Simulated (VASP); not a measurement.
Given:

```yaml
crystal:
  lattice:
    - [4.20999, 0.00000, 0.00000]
    - [0.00000, 4.20999, 0.00000]
    - [0.00000, 0.00000, 4.20999]
  atoms:
    - { symbol: Cs, position: [0.00000, 0.00000, 0.00000] }
    - { symbol: Cl, position: [0.50000, 0.50000, 0.50000] }
```

The numbers are results of vdW-DF2, VASP's PBE PAW potentials (set 64) (plane waves; VASP), not measurements. Run with 520 eV cut-off, 7×7×7 Γ-centred mesh, tetrahedra with Blöchl corrections, potentials Cs_sv Cl.

Unless said otherwise, spin-orbit coupling is left out, though it shifts the bands of the heavy elements here.

### Question
Estimate the energy per atom (σ→0), band gap (on the k-mesh) with the smallest direct gap where there is one.

### Answer

band gap (on the k-mesh): 4.85 eV
smallest direct gap (on the k-mesh): 4.85 eV
energy per atom (σ→0): -1.323 eV/atom

Only differences to runs with the same potentials and settings are physical.

The compound is CsCl in the CsCl type structure. It was relaxed first, which changed the volume by +7 %.
